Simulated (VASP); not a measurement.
# Gap of AlN, level by level, part 6 of 7

How does the gap of AlN depend on the functional? LASPH is on for some levels and off for others; the table marks which. The start is a cell from a database of measured crystal structures.

VASP 6.6.1, plane waves and PAW; the level of theory is named at each step.

So far, least gap on mesh and path (eV): step 2 (bands, level LDA) 4.23; step 5 (bands, level TB-mBJ) 5.37; step 6 (bands, level TPSS) 4.22; step 7 (bands, level LAK) 5.38; step 9 (bands, level HSE06) 5.58.

## 11. Bands with PBE-EpsX, ε∞ used 4.5

This step: PBE-EpsX, exact-exchange share 1/4.5; plane waves and PAW (Al, N) (VASP 6.6.1).

Here the share of exact exchange is set to the inverse of the computed dielectric constant, since screening weakens exchange.

INCAR reads:

```
SYSTEM = AlN
PREC = Accurate
ENCUT = 520
EDIFF = 1E-06
NELM = 100
ISMEAR = 0
SIGMA = 0.02
LREAL = .FALSE.
ALGO = Normal
LHFCALC = .TRUE.
AEXX = 0.222
GGA = PE
LASPH = .TRUE.
NBANDS = 14
PRECFOCK = Fast
HFRCUT = -1
LORBIT = 11
LWAVE = .FALSE.
LCHARG = .FALSE.
KPAR = 8
```

POSCAR reads:

```
AlN
1.0
    3.1100000000      0.0000000000      0.0000000000
   -1.5550000000      2.6933390058      0.0000000000
    0.0000000000      0.0000000000      4.9800000000
Al N
2 2
Direct
    0.6666666667      0.3333333333      0.0000000000
    0.3333333333      0.6666666667      0.5000000000
    0.6666666667      0.3333333333      0.3820000000
    0.3333333333      0.6666666667      0.8820000000
```

KPOINTS reads:

```
Automatic mesh
0
Gamma
5 5 3
0 0 0
```

KPOINTS_OPT reads:

```
Line mode
6
Line-mode
Reciprocal
  0.00000000   0.00000000   0.00000000 GAMMA
  0.50000000   0.00000000   0.00000000 M

  0.50000000   0.00000000   0.00000000 M
  0.33333333   0.33333333   0.00000000 K

  0.33333333   0.33333333   0.00000000 K
  0.00000000   0.00000000   0.00000000 GAMMA

  0.00000000   0.00000000   0.00000000 GAMMA
  0.00000000   0.00000000   0.50000000 A

  0.00000000   0.00000000   0.50000000 A
  0.50000000   0.00000000   0.50000000 L

  0.50000000   0.00000000   0.50000000 L
  0.33333333   0.33333333   0.50000000 H

  0.33333333   0.33333333   0.50000000 H
  0.00000000   0.00000000   0.50000000 A

  0.50000000   0.00000000   0.50000000 L
  0.50000000   0.00000000   0.00000000 M

  0.33333333   0.33333333   0.00000000 K
  0.33333333   0.33333333   0.50000000 H
```

Potentials, in the order of the species: Al and N (PBE family, release 64).

On the command line:

```console
$ mpirun -np 8 vasp_std
```

Numbers of over 12 decimals in the logs are rounded to 6 here.

What it wrote:

```text
[banner, memory and clock lines left out]
running    8 mpi-ranks, on    1 nodes
[...]
[... a notice as in an earlier step ...]

 LDA part: xc-table for (Slater+PW92), standard interpolation
 found WAVECAR, reading the header
 POSCAR, INCAR and KPOINTS ok, starting setup
[...]
HFRCUT set to (new)   9.073005
 reading WAVECAR
 the WAVECAR file was read successfully
 initial charge from wavefunction
 entering main loop
       N       E                     dE             d eps       ncg     rms          rms(c)
DAV:   1    -0.359257573168E+02   -0.35926E+02   -0.71454E-01   414   0.587E+00    0.105E+01
DAV:   2    -0.359319730338E+02   -0.62157E-02   -0.10264E-02   352   0.822E-01    0.705E+00
DAV:   3    -0.359311662506E+02    0.80678E-03   -0.30727E-04   352   0.166E-01    0.424E+00
DAV:   4    -0.359308675064E+02    0.29874E-03   -0.11550E-04   358   0.790E-02    0.253E+00
DAV:   5    -0.359307756836E+02    0.91823E-04   -0.24373E-05   370   0.392E-02    0.149E+00
[...]
DAV:   8    -0.359307289954E+02    0.33720E-05   -0.12960E-06   248   0.113E-02    0.298E-01
DAV:   9    -0.359307280333E+02    0.96207E-06   -0.46055E-07   248   0.622E-03
   1 F= -.35930728E+02 E0= -.35930728E+02  d E =-.103127E-16
 Start KPOINTS_OPT (optional k-point list driver)
k-point batch [1-10\54]
       N       E                     dE             ncg
DAV:   1     0.716686828714E+03   -0.38346E+04      280
DAV:   2    -0.406741657886E+02   -0.75736E+03      356
DAV:   3    -0.103577886910E+03   -0.62904E+02      364
DAV:   4    -0.104530784532E+03   -0.95290E+00      370
DAV:   5    -0.104541171177E+03   -0.10387E-01      396
DAV:   6    -0.104541365330E+03   -0.19415E-03      376
DAV:   7    -0.104541369595E+03   -0.42653E-05      314
DAV:   8    -0.104541369726E+03   -0.13088E-06      266
[...]
k-point batch [51-54\54]
       N       E                     dE             ncg
DAV:   1     0.417660355325E+04   -0.25839E+04      112
DAV:   2     0.393368769575E+04   -0.24292E+03      144
DAV:   3     0.391495758853E+04   -0.18730E+02      148
DAV:   4     0.391464516779E+04   -0.31242E+00      160
DAV:   5     0.391464176297E+04   -0.34048E-02      160
DAV:   6     0.391464169951E+04   -0.63463E-04      150
DAV:   7     0.391464169795E+04   -0.15611E-05      128
DAV:   8     0.391464169790E+04   -0.46738E-07      104
```

Elapsed: 3.8 min, on 8 MPI ranks of AMD EPYC 7R43, shared host; peak memory 1.2 GiB; 30 min of CPU time.

Parts of OUTCAR (step 11):

```text
 POSITION                                       TOTAL-FORCE (eV/Angst)
 -----------------------------------------------------------------------------------
      1.55500      0.89778      0.00000        -0.000000     -0.000000      0.009114
     -0.00000      1.79556      2.49000         0.000000      0.000000      0.009114
      1.55500      0.89778      1.90236        -0.000000      0.000000     -0.009114
     -0.00000      1.79556      4.39236         0.000000      0.000000     -0.009114
 -----------------------------------------------------------------------------------
    total drift:                                0.000000      0.000000      0.000255

  FREE ENERGIE OF THE ION-ELECTRON SYSTEM (eV)
  ---------------------------------------------------
  free  energy   TOTEN  =       -35.9307280333 eV

  energy  without entropy=      -35.9307280333  energy(sigma->0) =      -35.93072803

[... 2 parts as in an earlier step ...]

[... 1 further part left out ...]
[key lines of the parts left out:]
E-fermi :   5.1383
```

The electronic bands at the labelled points (eV, zero at the valence-band top; v1 is the highest filled band, c1 the lowest empty one):

```csv
point,v4,v3,v2,v1,c1,c2,c3,c4
Γ,-0.97,-0.25,-0.25,0.00,6.06,8.64,12.96,13.27
0.60 of the way,-3.25,-1.93,-0.74,-0.57,8.23,9.03,9.97,12.53
M,-3.64,-2.30,-1.90,-0.77,7.68,7.69,10.23,12.56
0.40 of the way,-3.46,-2.97,-1.96,-1.39,7.48,8.66,10.72,12.40
K,-4.11,-2.69,-2.59,-2.59,6.85,10.46,11.85,11.85
0.40 of the way,-4.13,-2.32,-1.35,-0.97,8.61,9.35,10.57,11.68
Γ,-0.97,-0.25,-0.25,0.00,6.06,8.64,12.96,13.27
0.60 of the way,-0.83,-0.83,-0.41,-0.41,7.38,8.79,12.45,13.25
A,-0.62,-0.62,-0.62,-0.62,8.46,8.46,12.50,12.50
0.40 of the way,-1.62,-1.62,-1.00,-1.00,8.81,8.81,11.47,11.47
L,-1.62,-1.62,-1.48,-1.48,7.16,7.16,11.29,11.29
0.60 of the way,-3.32,-3.32,-0.97,-0.97,8.36,8.36,11.00,11.00
H,-4.19,-4.19,-0.88,-0.88,9.42,9.42,9.82,9.82
0.40 of the way,-2.43,-2.43,-1.27,-1.27,8.52,8.52,11.61,11.61
A,-0.62,-0.62,-0.62,-0.62,8.46,8.46,12.50,12.50
jump to L,-1.62,-1.62,-1.48,-1.48,7.16,7.16,11.29,11.29
0.60 of the way,-3.05,-2.18,-1.44,-0.95,7.05,7.77,11.24,11.73
M,-3.64,-2.30,-1.90,-0.77,7.68,7.69,10.23,12.56
jump to K,-4.11,-2.69,-2.59,-2.59,6.85,10.46,11.85,11.85
0.40 of the way,-4.65,-3.04,-1.87,-1.87,7.45,10.37,11.04,11.04
H,-4.19,-4.19,-0.88,-0.88,9.42,9.42,9.82,9.82
```

Of the projections kept (Al, N), the largest for each band there; the rest of the weight can lie on other orbitals:

```csv
point,v4,v3,v2,v1,c1,c2,c3,c4
Γ,N 0.89,N 0.97,N 0.97,N 0.97,N 0.72,Al 0.68,N 0.92,Al 0.98
M,N 0.72,N 0.80,N 0.81,N 0.90,N 0.67,Al 0.80,Al 0.51,N 0.91
K,N 0.64,N 0.84,N 0.77,N 0.77,Al 0.93,N 0.99,N 0.84,N 0.84
Γ,N 0.89,N 0.97,N 0.97,N 0.97,N 0.72,Al 0.68,N 0.92,Al 0.98
A,N 0.93,N 0.93,N 0.93,N 0.93,N 0.67,N 0.67,Al 0.60,Al 0.60
L,N 0.84,N 0.84,N 0.87,N 0.87,Al 0.58,Al 0.58,Al 0.88,Al 0.88
```

The electronic bands as a text plot (rows in eV, shown from -6.5 to 9.8 only):

```
    9.5 | +        +    ++  ++                 +
    8.8 |+   ++   +     ++    +++++++++       + +++++++++       +
    8.1 |    +++ +        ++           +     +                 +
    7.4 |  ++   ++++  ++         +      +++++            ++++ +
    6.8 | +         ++      ++  +                        ++  +
    6.1 |+                    ++
    5.4 |
    4.7 |
    4.0 |
    3.4 |
    2.7 |
    2.0 |
    1.3 |
    0.6 |
    0.0 |****               *****
   -0.7 |*********      ***************      *****    ***  **   *
   -1.4 | ***  *  *     ******   *   ********     ****** **    *
   -2.1 |  ********** ****             *   *             ******
   -2.8 |  **    ** **    **                *     **      *  **
   -3.4 |    ** ****  **          ***        *  **    ***  **  *
   -4.1 |    ***  ********           **       **    **       *  *
   -4.8 |    ** **    ****             *          **       ** ***
   -5.5 |      *  ****    **     *      **   *****        *  *  *
   -6.2 |****   **          *****         ***            ****
         Γ      M    K        Γ   A       L    H       A|L M|K  H
```

The gap is 6.06 eV, direct at Γ. Against LDA that is +1.83 eV; this run took 12 times the core time, on fewer points of the path.

## 12. Bands with HSEsol

This step: HSEsol; plane waves and PAW (Al, N) (VASP 6.6.1).

HSEsol is the screened hybrid built on PBEsol.

INCAR: that of step 11 with these lines changed.

```diff
@@ -10,4 +10,5 @@
 LHFCALC = .TRUE.
-AEXX = 0.222
-GGA = PE
+AEXX = 0.25
+GGA = PS
+HFSCREEN = 0.2
 LASPH = .TRUE.
@@ -15,3 +16,2 @@
 PRECFOCK = Fast
-HFRCUT = -1
 LORBIT = 11
```

POSCAR is that of step 11.

KPOINTS is that of step 11.

KPOINTS_OPT is that of step 11.

On the command line:

```console
$ mpirun -np 8 vasp_std
```

What it wrote:

```text
[banner, memory and clock lines left out]
running    8 mpi-ranks, on    1 nodes
[...]
[... a notice as in an earlier step ...]

 [... a notice as in an earlier step ...]

 LDA part: xc-table for (Slater+PW92), standard interpolation
 found WAVECAR, reading the header
 POSCAR, INCAR and KPOINTS ok, starting setup
[...]
reading WAVECAR
 the WAVECAR file was read successfully
 initial charge from wavefunction
 entering main loop
       N       E                     dE             d eps       ncg     rms          rms(c)
DAV:   1    -0.360462118393E+02   -0.36046E+02   -0.97072E-01   406   0.681E+00    0.122E+01
DAV:   2    -0.360484755484E+02   -0.22637E-02   -0.15109E-02   372   0.967E-01    0.805E+00
DAV:   3    -0.360478746697E+02    0.60088E-03   -0.19950E-03   352   0.365E-01    0.484E+00
DAV:   4    -0.360475356169E+02    0.33905E-03   -0.86270E-05   366   0.869E-02    0.283E+00
[...]
DAV:   8    -0.360473479040E+02    0.42516E-05   -0.14474E-06   242   0.109E-02    0.319E-01
DAV:   9    -0.360473466409E+02    0.12631E-05   -0.59168E-07   248   0.686E-03    0.180E-01
DAV:  10    -0.360473463623E+02    0.27858E-06   -0.16699E-07   242   0.376E-03
   1 F= -.36047346E+02 E0= -.36047346E+02  d E =-.581210E-18
 Start KPOINTS_OPT (optional k-point list driver)
k-point batch [1-10\54]
       N       E                     dE             ncg
DAV:   1     0.730955807346E+03   -0.38203E+04      280
DAV:   2    -0.170087007248E+02   -0.74796E+03      356
DAV:   3    -0.831928015748E+02   -0.66184E+02      364
DAV:   4    -0.842620524088E+02   -0.10693E+01      370
DAV:   5    -0.842738301444E+02   -0.11778E-01      396
DAV:   6    -0.842740380932E+02   -0.20795E-03      370
DAV:   7    -0.842740425346E+02   -0.44414E-05      308
DAV:   8    -0.842740426690E+02   -0.13433E-06      266
[...]
k-point batch [51-54\54]
       N       E                     dE             ncg
DAV:   1     0.418431080600E+04   -0.25761E+04      112
DAV:   2     0.394291257059E+04   -0.24140E+03      144
DAV:   3     0.392310217922E+04   -0.19810E+02      148
DAV:   4     0.392275239586E+04   -0.34978E+00      160
DAV:   5     0.392274850406E+04   -0.38918E-02      154
DAV:   6     0.392274843763E+04   -0.66435E-04      150
DAV:   7     0.392274843603E+04   -0.15918E-05      128
DAV:   8     0.392274843599E+04   -0.47276E-07      104
```

It took 4.9 min on 8 MPI ranks; peak memory 1.9 GiB; 39 min of CPU time.

OUTCAR, selected parts (step 12):

```text
 POSITION                                       TOTAL-FORCE (eV/Angst)
 -----------------------------------------------------------------------------------
      1.55500      0.89778      0.00000         0.000000      0.000000      0.007884
     -0.00000      1.79556      2.49000         0.000000      0.000000      0.007884
      1.55500      0.89778      1.90236        -0.000000      0.000000     -0.007884
     -0.00000      1.79556      4.39236         0.000000     -0.000000     -0.007884
 -----------------------------------------------------------------------------------
    total drift:                                0.000000      0.000000      0.000234

  FREE ENERGIE OF THE ION-ELECTRON SYSTEM (eV)
  ---------------------------------------------------
  free  energy   TOTEN  =       -36.0473463623 eV

  energy  without entropy=      -36.0473463623  energy(sigma->0) =      -36.04734636

[... 2 parts as in an earlier step ...]

[... 1 further part left out ...]
[key lines of the parts left out:]
E-fermi :   5.3076
```

Electronic bands along the path, in eV, zero at the valence-band top; v1 is the highest filled band, c1 the lowest empty one:

```csv
point,v4,v3,v2,v1,c1,c2,c3,c4
Γ,-0.97,-0.24,-0.24,0.00,5.54,8.09,12.42,12.71
0.60 of the way,-3.27,-1.94,-0.74,-0.56,7.67,8.45,9.42,11.99
M,-3.67,-2.32,-1.92,-0.78,7.10,7.10,9.68,12.02
0.40 of the way,-3.49,-3.00,-1.98,-1.41,6.89,8.09,10.17,11.85
K,-4.14,-2.71,-2.61,-2.61,6.25,9.89,11.30,11.30
0.40 of the way,-4.16,-2.34,-1.37,-0.98,8.02,8.79,10.02,11.13
Γ,-0.97,-0.24,-0.24,0.00,5.54,8.09,12.42,12.71
0.60 of the way,-0.83,-0.83,-0.40,-0.40,6.85,8.24,11.91,12.69
A,-0.62,-0.62,-0.62,-0.62,7.92,7.92,11.95,11.95
0.40 of the way,-1.63,-1.63,-1.00,-1.00,8.25,8.25,10.92,10.92
L,-1.63,-1.63,-1.50,-1.50,6.58,6.58,10.72,10.72
0.60 of the way,-3.36,-3.36,-0.98,-0.98,7.79,7.79,10.44,10.44
H,-4.22,-4.22,-0.89,-0.89,8.84,8.84,9.26,9.26
0.40 of the way,-2.46,-2.46,-1.29,-1.29,7.95,7.95,11.05,11.05
A,-0.62,-0.62,-0.62,-0.62,7.92,7.92,11.95,11.95
jump to L,-1.63,-1.63,-1.50,-1.50,6.58,6.58,10.72,10.72
0.60 of the way,-3.08,-2.20,-1.46,-0.96,6.48,7.19,10.69,11.18
M,-3.67,-2.32,-1.92,-0.78,7.10,7.10,9.68,12.02
jump to K,-4.14,-2.71,-2.61,-2.61,6.25,9.89,11.30,11.30
0.40 of the way,-4.69,-3.06,-1.88,-1.88,6.86,9.80,10.48,10.48
H,-4.22,-4.22,-0.89,-0.89,8.84,8.84,9.26,9.26
```

Of the projections kept (Al, N), the largest for each band there; the rest of the weight can lie on other orbitals:

```csv
point,v4,v3,v2,v1,c1,c2,c3,c4
Γ,N 0.89,N 0.97,N 0.97,N 0.97,N 0.72,Al 0.68,N 0.92,Al 0.98
M,N 0.72,N 0.80,N 0.81,N 0.89,N 0.68,Al 0.80,Al 0.52,N 0.91
K,N 0.64,N 0.84,N 0.77,N 0.77,Al 0.93,N 0.99,N 0.84,N 0.84
Γ,N 0.89,N 0.97,N 0.97,N 0.97,N 0.72,Al 0.68,N 0.92,Al 0.98
A,N 0.93,N 0.93,N 0.93,N 0.93,N 0.67,N 0.67,Al 0.60,Al 0.60
L,N 0.84,N 0.84,N 0.86,N 0.86,Al 0.58,Al 0.58,Al 0.88,Al 0.88
```

The electronic bands as a text plot (rows in eV, shown from -6.6 to 9.3 only):

```
    8.9 | +        +    ++  ++                 +
    8.3 |+   ++   +     ++    ++++  +++       + ++++++++        +
    7.6 |    +++ +        ++      ++   +     +          +      +
    7.0 |  ++   +++   ++         +      ++ ++            ++++ +
    6.3 | +        +++      ++  +         +              ++  +
    5.6 |+                    ++
    5.0 |
    4.3 |
    3.7 |
    3.0 |
    2.3 |
    1.7 |
    1.0 |
    0.4 |
   -0.3 |******           **********                    *
   -1.0 |**  *****      **********  ***    *******  **** ****   *
   -1.6 | *********   ********   *   ******       ****   * ** **
   -2.3 |  **  ****** ****                 *      **     *****
   -2.9 |  **     * **    **                *                **
   -3.6 |    ** ****  **          ***        *  **    ***  **  **
   -4.3 |    *************           **       **    **      **  *
   -4.9 |    **       ****             *          **       * ****
   -5.6 |      *  ****    **     *      **   *****       **
   -6.2 |****   **          *****         ***            ****
         Γ      M    K        Γ   A       L    H       A|L M|K  H
```

The gap is 5.54 eV, direct at Γ. Against LDA that is +1.31 eV; this run took 15 times the core time, on fewer points of the path.

(Continued in part 7 of 7.)

[Lines on the potential files, build, host, timing and source positions are cut from VASP's logs without a mark.]

[Logs are printed without paths, hosts, clocks, repeated set-up lines and the standing remarks that a program may print on its own settings, such as how far it seeks lower states.]

[Hosts, paths, dates, database ids (printed as entryN), source tags and the programs' standing remarks are cut or masked in the printed files.]

[A measured line is paired with the nearest computed mode of its activity, which favours agreement.]
